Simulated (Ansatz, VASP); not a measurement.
Two plane-wave programs on Tl3S

```
Tl S
1.0
    -2.35097    2.35097    5.14280
     2.35097   -2.35097    5.14280
     2.35097    2.35097   -5.14280
Tl S
3 1
Direct
  0.50000 0.50000 0.00000
  0.25000 0.75000 0.50000
  0.75000 0.25000 0.50000
  0.00000 0.00000 0.00000
```

The cell comes from a database or a generator and needn't be the stable form of this composition.

Alike in both runs: task single point; functional PBE; k mesh 8 × 8 × 8; occupations fermi-dirac, width 0.05 eV; no spin polarisation.

|  | VASP | Ansatz |
| --- | --- | --- |
| version | VASP 6.6.1 | Ansatz 0.2.0 |
| potentials or method | VASP PAW PBE potentials, release 64 (Tl_d, S) | Ansatz PAW |
| plane-wave cutoff (eV) | 520 | 420 |
| valence electrons in the cell | 45 | 45 |

|  | VASP | Ansatz | Ansatz less VASP |
| --- | --- | --- | --- |
| gap on the k mesh at the Fermi level (eV) | none | none | - |
| pressure (GPa) | 0.0 | 0.1 | +0.06 |

A gap of «none» marks a metal or a gap that the smearing closes.

The runs have no spin-orbit coupling, so splittings on Tl are missing.
